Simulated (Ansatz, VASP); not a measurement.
# TiB2: VASP beside Ansatz, part 2 of 2

One calculation is typed for both programs; each brings its own data sets. How far apart do they land? The cell is taken from a series of runs on this material, whose earlier steps may have relaxed, scaled, displaced or heated it; both programs get it as it stands.

VASP 6.6.1 and Ansatz 0.2.0.

So far: Set-up; Ansatz: zone-centre phonons, PBEsol.

## 3. VASP: zone-centre phonons, PBEsol

Level of this step: PBEsol; plane waves and PAW (B, Ti_sv) (VASP).

The same cell, functional, mesh and smearing now go to VASP, with its own data sets.

Lines of VASP's logs that name or quote its potential files are left out, and so is its time.

File INCAR:

```
SYSTEM = TiB2
PREC = Accurate
ENCUT = 500
EDIFF = 1E-08
NELM = 120
ISMEAR = 1
SIGMA = 0.2
LREAL = .FALSE.
ALGO = Normal
GGA = PS
NBANDS = 15
LASPH = .TRUE.
LORBIT = 11
LWAVE = .FALSE.
LCHARG = .FALSE.
ISIF = 2
IBRION = 8
GGA_COMPAT = .FALSE.
KPAR = 2
```

File POSCAR:

```
TiB2
1.0
    3.0174958844      0.0000000000      0.0000000000
   -1.5087479422      2.6132280917      0.0000000000
    0.0000000000      0.0000000000      3.1841071601
B Ti
2 1
Direct
    0.3333333333      0.6666666667      0.5000000000
    0.6666666667      0.3333333333      0.5000000000
    0.0000000000      0.0000000000      0.0000000000
```

File KPOINTS:

```
Automatic mesh
0
Gamma
15 15 16
0 0 0
```

PAW data sets: B and Ti_sv (PBE family, release 64).

Run with:

```bash
$ mpirun -np 2 vasp_std
```

Numbers of over 12 decimals in the logs are rounded to 6 here.

Output:

```text
[banner, memory and clock lines left out]
running    2 mpi-ranks, on    1 nodes
 distrk:  each k-point on    1 cores,    2 groups
 distr:  one band on    1 cores,    1 groups

 POSCAR found type information on POSCAR B Ti
 POSCAR found :  2 types and       3 ions
|                                                                             |
|               ----> ADVICE to this user running VASP <----                  |
|                                                                             |
|     You enforced a specific xc type in the INCAR file but a different       |
|     [... a line on the potential file left out ...]
|     I HOPE YOU KNOW WHAT YOU ARE DOING!                                     |
|                                                                             |

 LDA part: xc-table for (Slater+PW92), standard interpolation
 POSCAR, INCAR and KPOINTS ok, starting setup
 FFT: planning ... GRIDC
 FFT: planning ... GRID_SOFT
 FFT: planning ... GRID
 WAVECAR not read
 entering main loop
       N       E                     dE             d eps       ncg     rms          rms(c)
DAV:   1     0.120180258395E+03    0.12018E+03   -0.89045E+03  7297   0.134E+03
DAV:   2    -0.233014802401E+02   -0.14348E+03   -0.13899E+03  7710   0.352E+02
DAV:   3    -0.306484164576E+02   -0.73469E+01   -0.72723E+01 10582   0.779E+01
DAV:   4    -0.308338991805E+02   -0.18548E+00   -0.18516E+00  8879   0.110E+01
DAV:   5    -0.308389421184E+02   -0.50429E-02   -0.50426E-02 10771   0.153E+00    0.176E+01
DAV:   6    -0.257783958700E+02    0.50605E+01   -0.20668E+01 10168   0.523E+01    0.389E+00
DAV:   7    -0.257908285427E+02   -0.12433E-01   -0.11380E+00  7710   0.121E+01    0.355E+00
DAV:   8    -0.257938306269E+02   -0.30021E-02   -0.87023E-02 12030   0.253E+00    0.692E-01
DAV:   9    -0.257920359778E+02    0.17946E-02   -0.29787E-02  9100   0.233E+00    0.199E-01
DAV:  10    -0.257918163387E+02    0.21964E-03   -0.32280E-03  9207   0.745E-01    0.108E-01
DAV:  11    -0.257917541710E+02    0.62168E-04   -0.19873E-04 10090   0.152E-01    0.583E-02
DAV:  12    -0.257917350065E+02    0.19165E-04   -0.71507E-05  8960   0.105E-01    0.150E-02
DAV:  13    -0.257917350192E+02   -0.12637E-07   -0.45818E-06  9225   0.193E-02    0.275E-03
DAV:  14    -0.257917348790E+02    0.14020E-06   -0.68610E-07 10650   0.887E-03    0.702E-04
DAV:  15    -0.257917349163E+02   -0.37338E-07   -0.27069E-08  7089   0.214E-03    0.396E-04
DAV:  16    -0.257917349384E+02   -0.22056E-07   -0.33660E-09  4394   0.611E-04    0.984E-05
DAV:  17    -0.257917349381E+02    0.27558E-09   -0.41673E-10  4079   0.267E-04
   1 F= -.25791735E+02 E0= -.25791745E+02  d E =0.306452E-04
 Linear response reoptimize wavefunctions to high precision
DAV:   1    -0.257917349382E+02   -0.13802E-09   -0.11589E-10  4681   0.108E-04
DAV:   2    -0.257917349382E+02   -0.12733E-10   -0.21695E-11  3939   0.522E-05
 Linear response DOF=           4
 Linear response progress:
  Degree of freedom:   1/  4
       N       E                     dE             d eps       ncg     rms          rms(c)
RMM:   1    -0.502453734247E-01   -0.50245E-01   -0.26550E-02 70435   0.142E+00
RMM:   2    -0.447520001120E-01    0.54934E-02   -0.29601E-03 58777   0.370E-01    0.165E-01
RMM:   3    -0.445836348707E-01    0.16837E-03   -0.11096E-03 59441   0.188E-01    0.821E-02
RMM:   4    -0.451476468406E-01   -0.56401E-03   -0.78457E-04 59252   0.144E-01    0.901E-03
RMM:   5    -0.451386096075E-01    0.90372E-05   -0.14363E-04 71887   0.543E-02    0.331E-03
RMM:   6    -0.451620910528E-01   -0.23481E-04   -0.32021E-05 74810   0.230E-02    0.140E-03
RMM:   7    -0.451553274808E-01    0.67636E-05   -0.59988E-06 73082   0.963E-03    0.443E-04
RMM:   8    -0.451608259861E-01   -0.54985E-05   -0.14867E-06 74538   0.464E-03    0.228E-04
RMM:   9    -0.451592006784E-01    0.16253E-05   -0.50293E-07 74694   0.227E-03    0.675E-05
RMM:  10    -0.451594608751E-01   -0.26020E-06   -0.22547E-07 75600   0.114E-03    0.172E-05
RMM:  11    -0.451595568872E-01   -0.96012E-07   -0.98022E-08 76268   0.581E-04    0.147E-05
RMM:  12    -0.451595617600E-01   -0.48728E-08   -0.43820E-08 74995   0.316E-04    0.141E-05
 first order change of Fermi-energy   0.60495E-04
 force on displaced ion       1 direction 1 : -20.083  -0.002   0.000
 Linear response progress:
  Degree of freedom:   2/  4
       N       E                     dE             d eps       ncg     rms          rms(c)
RMM:   1    -0.462619527284E-01   -0.46262E-01    0.11052E-02 23451   0.175E+00
RMM:   2    -0.443310713062E-01    0.19309E-02   -0.24686E-03 21738   0.353E-01    0.126E-01
RMM:   3    -0.442824855936E-01    0.48586E-04   -0.10434E-03 22193   0.186E-01    0.612E-02
RMM:   4    -0.447145037603E-01   -0.43202E-03   -0.54868E-04 22710   0.128E-01    0.122E-02
RMM:   5    -0.447604985376E-01   -0.45995E-04   -0.11782E-04 25814   0.542E-02    0.358E-03
RMM:   6    -0.447879504127E-01   -0.27452E-04   -0.22896E-05 26695   0.240E-02    0.140E-03
RMM:   7    -0.447760452541E-01    0.11905E-04   -0.49473E-06 26185   0.110E-02    0.545E-04
RMM:   8    -0.447784550355E-01   -0.24098E-05   -0.10705E-06 26868   0.550E-03    0.166E-04
RMM:   9    -0.447785872885E-01   -0.13225E-06   -0.18336E-06 26901   0.266E-03    0.126E-04
RMM:  10    -0.447785380958E-01    0.49193E-07   -0.13201E-06 26317   0.139E-03    0.906E-05
RMM:  11    -0.447790056852E-01   -0.46759E-06   -0.91961E-07 26308   0.716E-04    0.441E-05
RMM:  12    -0.447789710937E-01    0.34592E-07   -0.52773E-07 27444   0.381E-04    0.888E-06
RMM:  13    -0.447789433410E-01    0.27753E-07   -0.39505E-07 27222   0.200E-04    0.125E-05
RMM:  14    -0.447789354092E-01    0.79318E-08   -0.21934E-07 26307   0.114E-04    0.138E-05
RMM:  15    -0.447789332958E-01    0.21133E-08   -0.12245E-07 27361   0.581E-05    0.107E-05
RMM:  16    -0.447789326541E-01    0.64169E-09   -0.77806E-08 26474   0.318E-05    0.114E-05
 first order change of Fermi-energy  -0.28321E-03
 force on displaced ion       1 direction 3 :  -0.000  -0.000 -10.130
 Linear response progress:
  Degree of freedom:   3/  4
       N       E                     dE             d eps       ncg     rms          rms(c)
RMM:   1    -0.694504739822E+00   -0.69450E+00    0.48896E+00 17487   0.135E+02
RMM:   2    -0.656171859774E+00    0.38333E-01   -0.33212E-01 29025   0.515E+00    0.183E-01
RMM:   3    -0.654342807648E+00    0.18291E-02   -0.22272E-02 34220   0.124E+00    0.812E-02
RMM:   4    -0.654070384626E+00    0.27242E-03   -0.12758E-02 38398   0.566E-01    0.188E-02
RMM:   5    -0.654903136543E+00   -0.83275E-03   -0.11380E-03 39380   0.192E-01    0.982E-03
RMM:   6    -0.655217972948E+00   -0.31484E-03   -0.29644E-04 40719   0.840E-02    0.445E-03
RMM:   7    -0.655400128974E+00   -0.18216E-03   -0.72166E-05 39695   0.382E-02    0.107E-03
RMM:   8    -0.655444366224E+00   -0.44237E-04   -0.24064E-05 41624   0.172E-02    0.234E-04
RMM:   9    -0.655449888040E+00   -0.55218E-05   -0.15073E-05 42369   0.903E-03    0.155E-04
RMM:  10    -0.655453839755E+00   -0.39517E-05   -0.10114E-05 42334   0.484E-03    0.133E-04
RMM:  11    -0.655456693557E+00   -0.28538E-05   -0.91334E-06 42260   0.306E-03    0.119E-04
RMM:  12    -0.655473608126E+00   -0.16915E-04   -0.59396E-06 36965   0.237E-03    0.346E-04
RMM:  13    -0.655461038016E+00    0.12570E-04   -0.42870E-06 37386   0.179E-03    0.334E-05
RMM:  14    -0.655461283952E+00   -0.24594E-06   -0.33710E-06 42100   0.125E-03    0.388E-05
RMM:  15    -0.655461240028E+00    0.43924E-07   -0.27728E-06 43141   0.981E-04    0.481E-05
RMM:  16    -0.655461277083E+00   -0.37055E-07   -0.21510E-06 43006   0.803E-04    0.540E-05
RMM:  17    -0.655461642103E+00   -0.36502E-06   -0.18852E-06 39481   0.683E-04    0.500E-05
RMM:  18    -0.655462180983E+00   -0.53888E-06   -0.14493E-06 37907   0.597E-04    0.451E-05
 first order change of Fermi-energy   0.41368E-03
 force on displaced ion       3 direction 1 : -15.304  -0.000   0.000
 Linear response progress:
  Degree of freedom:   4/  4
       N       E                     dE             d eps       ncg     rms          rms(c)
RMM:   1    -0.796305001970E+00   -0.79631E+00   -0.23190E+00  7514   0.131E+02
RMM:   2    -0.746127107149E+00    0.50178E-01   -0.31044E-01 11966   0.475E+00    0.200E-01
RMM:   3    -0.745055751775E+00    0.10714E-02   -0.23303E-02 13951   0.118E+00    0.903E-02
RMM:   4    -0.745476989997E+00   -0.42124E-03   -0.16485E-02 15273   0.581E-01    0.255E-02
RMM:   5    -0.746384166866E+00   -0.90718E-03   -0.15268E-03 16209   0.193E-01    0.210E-02
RMM:   6    -0.747841619735E+00   -0.14575E-02   -0.28669E-04 14109   0.995E-02    0.130E-02
RMM:   7    -0.747339350764E+00    0.50227E-03   -0.88944E-05 15071   0.438E-02    0.159E-03
RMM:   8    -0.747396485927E+00   -0.57135E-04   -0.28225E-05 16628   0.201E-02    0.564E-04
RMM:   9    -0.747409688788E+00   -0.13203E-04   -0.21142E-05 17102   0.102E-02    0.240E-04
RMM:  10    -0.747410632125E+00   -0.94334E-06   -0.11574E-05 16938   0.583E-03    0.168E-04
RMM:  11    -0.747414317852E+00   -0.36857E-05   -0.14284E-05 16808   0.361E-03    0.105E-04
RMM:  12    -0.747415041753E+00   -0.72390E-06   -0.72789E-06 17407   0.251E-03    0.108E-04
RMM:  13    -0.747418363900E+00   -0.33221E-05   -0.99603E-06 16017   0.190E-03    0.436E-05
RMM:  14    -0.747422337957E+00   -0.39741E-05   -0.50176E-06 15630   0.155E-03    0.600E-05
RMM:  15    -0.747420624115E+00    0.17138E-05   -0.75449E-06 15941   0.124E-03    0.141E-05
RMM:  16    -0.747420560594E+00    0.63521E-07   -0.35650E-06 16849   0.102E-03    0.151E-05
RMM:  17    -0.747421050549E+00   -0.48995E-06   -0.55387E-06 17176   0.855E-04    0.239E-05
RMM:  18    -0.747420737073E+00    0.31348E-06   -0.25479E-06 16948   0.737E-04    0.246E-05
RMM:  19    -0.747420894568E+00   -0.15749E-06   -0.41199E-06 16687   0.634E-04    0.296E-05
RMM:  20    -0.747420833946E+00    0.60622E-07   -0.17632E-06 15753   0.552E-04    0.362E-05
RMM:  21    -0.747420935165E+00   -0.10122E-06   -0.30667E-06 14356   0.489E-04    0.317E-05
RMM:  22    -0.747420872359E+00    0.62806E-07   -0.14914E-06 16069   0.420E-04    0.333E-05
 first order change of Fermi-energy   0.21852E-02
 force on displaced ion       3 direction 3 :  -0.000  -0.000 -15.408
 Linear response finished
```

From OUTCAR (step 3):

```text
ion  position               nearest neighbor table
   1  0.333  0.667  0.500-   2 1.74   2 1.74   2 1.74   3 2.36   3 2.36   3 2.36   3 2.36   3 2.36
                             3 2.36
   2  0.667  0.333  0.500-   1 1.74   1 1.74   1 1.74   3 2.36   3 2.36   3 2.36   3 2.36   3 2.36
                             3 2.36
   3  0.000  0.000  0.000-   1 2.36   2 2.36   1 2.36   2 2.36   1 2.36   1 2.36   2 2.36   2 2.36
                             2 2.36   2 2.36   1 2.36   1 2.36

  LATTYP: Found a hexagonal cell.
 ALAT       =     3.0174958844
 C/A-ratio  =     1.0552150797

 Subroutine GETGRP returns: Found 24 space group operations
 (whereof 24 operations were pure point group operations)

The static configuration has the point symmetry D_6h.

 Found    243 irreducible k-points:

   k-points           NKPTS =    243   k-points in BZ     NKDIM =    243   number of bands    NBANDS=     15

   dimension x,y,z NGX =    24 NGY =   24 NGZ =   24
   dimension x,y,z NGXF=    48 NGYF=   48 NGZF=   48

   ENCUT  =  500.0 eV  36.75 Ry    6.06 a.u.   5.50  5.50  5.81*2*pi/ulx,y,z

   NELECT =      18.0000    total number of electrons

 k-points in reciprocal lattice and weights: Automatic mesh
   0.00000000  0.00000000  0.00000000       0.000
   0.06666667  0.00000000  0.00000000       0.002
   0.13333333  0.00000000  0.00000000       0.002
   0.20000000  0.00000000  0.00000000       0.002
   0.26666667  0.00000000  0.00000000       0.002
   0.33333333 -0.00000000  0.00000000       0.002
   0.40000000 -0.00000000  0.00000000       0.002
   0.46666667 -0.00000000  0.00000000       0.002
   0.06666667  0.06666667  0.00000000       0.002
[...]
0.33333333  0.26666667  0.50000000       0.003
   0.33333333  0.33333333  0.50000000       0.001

 average (electrostatic) potential at core
       1 -22.1714       2 -22.1714       3 -70.4179

  Total        0.0656915      0.0656915      0.0482921      0.0000000     -0.0000000      0.0000000
  in kB        4.1918702      4.1918702      3.0815934      0.0000000     -0.0000000      0.0000000
  external PRESSURE =       3.8217779 kB  Pullay stress =       0.0000000 kB

  energy-cutoff  :      500.00
  volume of cell :       25.11
      direct lattice vectors                 reciprocal lattice vectors
     3.017495884  0.000000000  0.000000000     0.331400618  0.191334236  0.000000000
    -1.508747942  2.613228092  0.000000000     0.000000000  0.382668472  0.000000000
     0.000000000  0.000000000  3.184107160     0.000000000  0.000000000  0.314059782

 POSITION                                       TOTAL-FORCE (eV/Angst)
 -----------------------------------------------------------------------------------
     -0.00000      1.74215      1.59205         0.000000     -0.000000      0.000000
      1.50875      0.87108      1.59205        -0.000000      0.000000      0.000000
      0.00000      0.00000      0.00000        -0.000000      0.000000      0.000000
 -----------------------------------------------------------------------------------
    total drift:                               -0.000000      0.000000      0.000000

 Eigenvectors and eigenvalues of the dynamical matrix
 ----------------------------------------------------

   1 f  =   27.118510 THz   170.390626 2PiTHz  904.576140 cm-1   112.153097 meV
             X         Y         Z           dx          dy          dz
     -0.000000  1.742152  1.592054    -0.707107   -0.000010    0.000000
      1.508748  0.871076  1.592054     0.707107    0.000010   -0.000000
      0.000000  0.000000  0.000000    -0.000000    0.000000    0.000000

   2 f  =   27.118510 THz   170.390626 2PiTHz  904.576140 cm-1   112.153097 meV
             X         Y         Z           dx          dy          dz
     -0.000000  1.742152  1.592054    -0.000010    0.707107    0.000000
      1.508748  0.871076  1.592054     0.000010   -0.707107   -0.000000
      0.000000  0.000000  0.000000     0.000000    0.000000    0.000000

   3 f  =   16.844473 THz   105.836946 2PiTHz  561.871142 cm-1    69.663112 meV
             X         Y         Z           dx          dy          dz
     -0.000000  1.742152  1.592054     0.000000    0.000000    0.707107
      1.508748  0.871076  1.592054     0.000000    0.000000   -0.707107
      0.000000  0.000000  0.000000    -0.000000   -0.000000   -0.000000

   4 f  =   15.902973 THz    99.921323 2PiTHz  530.466063 cm-1    65.769380 meV
             X         Y         Z           dx          dy          dz
     -0.000000  1.742152  1.592054     0.000000    0.000000    0.586950
      1.508748  0.871076  1.592054     0.000000    0.000000    0.586950
      0.000000  0.000000  0.000000     0.000000   -0.000000   -0.557655

   5 f  =   15.834369 THz    99.490275 2PiTHz  528.177698 cm-1    65.485659 meV
             X         Y         Z           dx          dy          dz
     -0.000000  1.742152  1.592054     0.586698    0.000000   -0.000000
      1.508748  0.871076  1.592054     0.586698    0.000000    0.000000
      0.000000  0.000000  0.000000    -0.558186   -0.000000    0.000000

   6 f  =   15.834369 THz    99.490275 2PiTHz  528.177698 cm-1    65.485659 meV
             X         Y         Z           dx          dy          dz
     -0.000000  1.742152  1.592054     0.000000   -0.586698    0.000000
      1.508748  0.871076  1.592054     0.000000   -0.586698    0.000000
      0.000000  0.000000  0.000000    -0.000000    0.558186   -0.000000

   7 f/i=    0.002063 THz     0.012961 2PiTHz    0.068808 cm-1     0.008531 meV
             X         Y         Z           dx          dy          dz
     -0.000000  1.742152  1.592054     0.000000   -0.000000    0.394321
      1.508748  0.871076  1.592054     0.000000   -0.000000    0.394321
      0.000000  0.000000  0.000000     0.000000   -0.000000    0.830073

   8 f/i=    0.008074 THz     0.050728 2PiTHz    0.269304 cm-1     0.033389 meV
             X         Y         Z           dx          dy          dz
     -0.000000  1.742152  1.592054     0.338174   -0.203529   -0.000000
      1.508748  0.871076  1.592054     0.338174   -0.203529   -0.000000
      0.000000  0.000000  0.000000     0.710896   -0.427851   -0.000000

   9 f/i=    0.008074 THz     0.050728 2PiTHz    0.269304 cm-1     0.033389 meV
             X         Y         Z           dx          dy          dz
     -0.000000  1.742152  1.592054     0.203529    0.338174    0.000000
      1.508748  0.871076  1.592054     0.203529    0.338174    0.000000
      0.000000  0.000000  0.000000     0.427851    0.710896    0.000000

 ELASTIC MODULI CONTR FROM IONIC RELAXATION (kBar)
 Direction    XX          YY          ZZ          XY          YZ          ZX
 --------------------------------------------------------------------------------
 XX         -55.4272     55.4272      0.0000     -0.0000      0.0000      0.0000
 YY          55.4272    -55.4272      0.0000      0.0000     -0.0000      0.0000
 ZZ           0.0000      0.0000      0.0000      0.0000      0.0000      0.0000
 XY          -0.0000      0.0000      0.0000    -55.4272     -0.0000      0.0000
 YZ           0.0000     -0.0000      0.0000     -0.0000     -0.0000      0.0000
 ZX           0.0000      0.0000      0.0000      0.0000      0.0000      0.0000
 --------------------------------------------------------------------------------
```

## 4. Differences

Known differences besides the potentials themselves: the cutoff is 420 eV in Ansatz and 500 eV in VASP; Ansatz makes its cores anew for this functional, VASP keeps those of its PBE data sets. Total energies have different zeros and are not compared.

Compared:

| quantity | Ansatz | VASP | difference |
| --- | --- | --- | --- |
| optical mode 1 to 2 (cm⁻¹) | 528.0 | 528.2 | -0.03 % |
| optical mode 3 (cm⁻¹) | 529.5 | 530.5 | -0.18 % |
| optical mode 4 (cm⁻¹) | 561.6 | 561.9 | -0.04 % |
| optical mode 5 to 6 (cm⁻¹) | 900.8 | 904.6 | -0.42 % |

Modes are paired by rising frequency, not by their patterns, so a pair may set unlike modes beside each other; they are those without the splitting of longitudinal modes.

## 5. Outcome

| Item | Value |
| --- | --- |
| r.m.s. difference of the optical zone-centre modes, each program's sorted by frequency (zone-centre phonons, PBEsol) | 2.2 cm⁻¹ |

**Reading.** The r.m.s. difference of the optical zone-centre modes, each program's sorted by frequency is 2.2 cm⁻¹ (zone-centre phonons, PBEsol). How closely two codes agree says nothing of how well the functional describes the real material.

[Lines on the potential files, build, host, timing and source positions are cut from VASP's logs without a mark.]

[Logs are printed without paths, hosts, clocks, repeated set-up lines and the standing remarks that a program may print on its own settings, such as how far it seeks lower states.]

[Hosts, paths, dates, database ids (printed as entryN), source tags and the programs' standing remarks are cut or masked in the printed files.]
